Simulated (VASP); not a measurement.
# AlSH3 in VASP: reference runs

How does AlSH3 come out in PBE? The cell is run as given.

All numbers are computed with VASP 6.6.1; they aren't measurements. Logs are shortened: lines on timing, memory, paths and dates and some standing lists are left out, and cuts for length are marked.

## (1) The molecule as given

The cell holds a molecule in a box, 5 atoms: a = 13.000 Å, b = 11.000 Å, c = 12.000 Å, α = 90.00°, β = 90.00°, γ = 90.00°.

## (2) Single point, PBE

INCAR

```
ALGO = Normal
EDIFF = 1E-7
ENCUT = 520
GGA = PE
ISIF = 2
ISMEAR = 0
LASPH = T
LCHARG = T
LELF = T
LREAL = F
LVACPOTAV = T
LVHAR = T
LWAVE = F
NBANDS = 14
NELM = 80
PREC = Accurate
SIGMA = 0.01
```

KPOINTS

```
k-points
0
Gamma
  1 1 1
```

POSCAR

```
AlH3S
1.0
   13.0000000000      0.0000000000      0.0000000000
    0.0000000000     11.0000000000      0.0000000000
    0.0000000000      0.0000000000     12.0000000000
Al S H
1 1 3
Direct
    0.4544538500      0.4939863600      0.5068500000
    0.5887000000      0.4686318200      0.6133750000
    0.3494076900      0.4407227300      0.5512500000
    0.4679153800      0.5630954500      0.3922916700
    0.6525923100      0.5259863600      0.5427416700
```

Potentials or basis: VASP PAW PBE potentials, release 64 (Al, S, H).

Launch:

```console
$ cat potpaw_PBE.64/Al/POTCAR potpaw_PBE.64/S/POTCAR potpaw_PBE.64/H/POTCAR > POTCAR
$ mpirun -np 1 vasp_gam > vasp.out
```

OUTCAR:

```text
EDIFF = 1E-7
   ENCUT = 520
   GGA = PE
   ISIF = 2
   ISMEAR = 0
   LASPH = T
   LREAL = F
   NELM = 80
   PREC = Accurate

 ion  position               nearest neighbor table
   1  0.454  0.494  0.507-   3 1.58   4 1.58   2 2.18
   2  0.589  0.469  0.613-   5 1.34   1 2.18
   3  0.349  0.441  0.551-   1 1.58
   4  0.468  0.563  0.392-   1 1.58
   5  0.653  0.526  0.543-   2 1.34

  LATTYP: Found a simple orthorhombic cell.
 ALAT       =    11.0000000000
 B/A-ratio  =     1.0909090909
 C/A-ratio  =     1.1818181818

  Lattice vectors:

 A1 = (   0.0000000000,  11.0000000000,   0.0000000000)
 A2 = (   0.0000000000,   0.0000000000,  12.0000000000)
 A3 = (  13.0000000000,   0.0000000000,   0.0000000000)

Analysis of symmetry for initial positions (statically):
=====================================================================
 Subroutine PRICEL returns:
 Original cell was already a primitive cell.

 Routine SETGRP: Setting up the symmetry group for a
 simple orthorhombic supercell.

 Subroutine GETGRP returns: Found  1 space group operations
 (whereof  1 operations were pure point group operations)
 out of a pool of  8 trial point group operations.

The static configuration has the point symmetry C_1 .

Analysis of symmetry for dynamics (positions and initial velocities):
=====================================================================
 Subroutine PRICEL returns:
 Original cell was already a primitive cell.

 Routine SETGRP: Setting up the symmetry group for a
 simple orthorhombic supercell.

 Subroutine GETGRP returns: Found  1 space group operations
 (whereof  1 operations were pure point group operations)
 out of a pool of  8 trial point group operations.

The dynamic configuration has the point symmetry C_1 .

 Subroutine INISYM returns: Found  1 space group operations
 (whereof  1 operations are pure point group operations),
 and found     1 'primitive' translations

----------------------------------------------------------------------------------------

                                     Primitive cell

  volume of cell :    1716.0000

  direct lattice vectors                    reciprocal lattice vectors
    13.000000000  0.000000000  0.000000000     0.076923077  0.000000000  0.000000000
[... 72 lines left out ...]
   IBRION =     -1    ionic relax: 0-MD 1-quasi-New 2-CG
   NFREE  =      0    steps in history (QN), initial steepest desc. (CG)
   ISIF   =      2    stress and relaxation
   ISYM   =      2    0-nonsym 1-usesym 2-fastsym
   POTIM  = 0.5000    time-step for ionic-motion
   TEBEG  =    0.0;   TEEND  =   0.0 temperature during run
   PSTRESS=    0.0 pullay stress
   NELECT =      12.0000    total number of electrons
   NUPDOWN=      -1.0000    fix difference up-down
   EMIN   =  10.00;   EMAX   =-10.00  energy-range for DOS
   EFERMI =   0.00;   METHOD = LEGACY
   ISMEAR =     0;   SIGMA  =   0.01  broadening in eV -4-tet -1-fermi 0-gaus
   EFERMI_NEDOS =   21; number of points for ismear=-14 and -15
   IALGO  =     38    algorithm
   IMIX   =      4    mixing-type and parameters
     AMIX     =   0.40;   BMIX     =  1.00
     AMIX_MAG =   1.60;   BMIX_MAG =  1.00
  volume/ion in A,a.u.               =     343.20      2316.03
  Fermi-wavevector in a.u.,A,eV,Ry     =   0.313061  0.591600  1.333472  0.098007
  Thomas-Fermi vector in A             =   1.193077
   LORBIT       =      0    0 simple, 1 ext, 2 COOP (PROOUT), +10 PAW based schemes
   GGA     = PE    functional components
   LHFCALC =     F    Hartree Fock is set to
   AEXX    =    0.0000 exact exchange contribution
   IVDW    =     0    specifies the selected vdW correction
   LEPSILON=     F    determine dielectric tensor
   LRPA    =     F    only Hartree local field effects (RPA)
 non-spin polarized calculation
 Gauss-broadening in eV      SIGMA  =   0.01
  energy-cutoff  :      520.00
  volume of cell :     1716.00
 maximum number of plane-waves:     23131
 NGX is ok and might be reduce to    98
   NGX = 49   NGY = 41   NGZ = 45

 number of electron      12.0000000 magnetization

 Free energy of the ion-electron system (eV)
  ---------------------------------------------------
  ext. energy  EPLUGINS =         0.00000000
  ---------------------------------------------------
  free energy    TOTEN  =       -17.97385782 eV

  energy without entropy =      -17.97385782  energy(sigma->0) =      -17.97385782

 E-fermi :  -6.4002     XC(G=0):  -0.7678

 val. band max:       -6.4597916468   @ k =   0.0000   0.0000   0.0000
 cond. band min:      -1.9294752668   @ k =   0.0000   0.0000   0.0000
 fundamental gap:      4.5303163800
 Fermi energy:        -6.4002322042

 k-point     1 :       0.0000    0.0000    0.0000
  band No.  band energies     occupation
      1     -17.7762      2.00000
      2     -10.4010      2.00000
      3      -9.4658      2.00000
      4      -7.3471      2.00000
      5      -7.1285      2.00000
      6      -6.4598      2.00000
      7      -1.9295      0.00000
      8      -0.7242      0.00000
      9      -0.4001      0.00000
     10       0.0168      0.00000
     11       0.6103      0.00000
     12       0.6650      0.00000
     13       0.7931      0.00000
     14       0.8450      0.00000

------------------------ aborting loop because EDIFF is reached ----------------------------------------

  FORCE on cell =-STRESS in cart. coord.  units (eV):
  Direction    XX          YY          ZZ          XY          YZ          ZX
  --------------------------------------------------------------------------------------
  -------------------------------------------------------------------------------------
  Total        0.3573526      0.0752696      0.3210085      0.0814988     -0.1903452      0.0164386
  in kB        0.3336493      0.0702770      0.2997160      0.0760930     -0.1777196      0.0153482
  external PRESSURE =       0.2345474 kB  Pullay stress =       0.0000000 kB

 VOLUME and BASIS-vectors are now :
 -----------------------------------------------------------------------------
  energy-cutoff  :      520.00
  volume of cell :     1716.00
      direct lattice vectors                 reciprocal lattice vectors
    13.000000000  0.000000000  0.000000000     0.076923077  0.000000000  0.000000000
     0.000000000 11.000000000  0.000000000     0.000000000  0.090909091  0.000000000
     0.000000000  0.000000000 12.000000000     0.000000000  0.000000000  0.083333333

 POSITION                                       TOTAL-FORCE (eV/Angst)
 -----------------------------------------------------------------------------------
      5.90790      5.43385      6.08220        -0.042547      0.025335     -0.066142
      7.65310      5.15495      7.36050         0.017440     -0.110354      0.217277
      4.54230      4.84795      6.61500        -0.079888     -0.041051      0.043329
      6.08290      6.19405      4.70750         0.004055      0.045023     -0.082546
      8.48370      5.78585      6.51290         0.100939      0.081047     -0.111919
 -----------------------------------------------------------------------------------
    total drift:                               -0.000307      0.000045     -0.000111

  FREE ENERGIE OF THE ION-ELECTRON SYSTEM (eV)
  ---------------------------------------------------
  free  energy   TOTEN  =       -17.9738578177 eV

  energy  without entropy=      -17.9738578177  energy(sigma->0) =      -17.97385782
```

It took 3.3 min on 1 thread of Intel Xeon Platinum 8259CL at 2.50GHz (Skylake/Cascade Lake), shared host; peak memory 1.2 GiB.

What came out:

```yaml
Free_energy: -17.9739 eV
Largest_force: 0.244 eV/Å
Gap_between_the_frontier_levels: 4.53 eV
```

Forces in eV/Å, atoms in the order of the input:
```
Al  -0.043  0.025 -0.066
S    0.017 -0.110  0.217
H   -0.080 -0.041  0.043
H    0.004  0.045 -0.083
H    0.101  0.081 -0.112
```
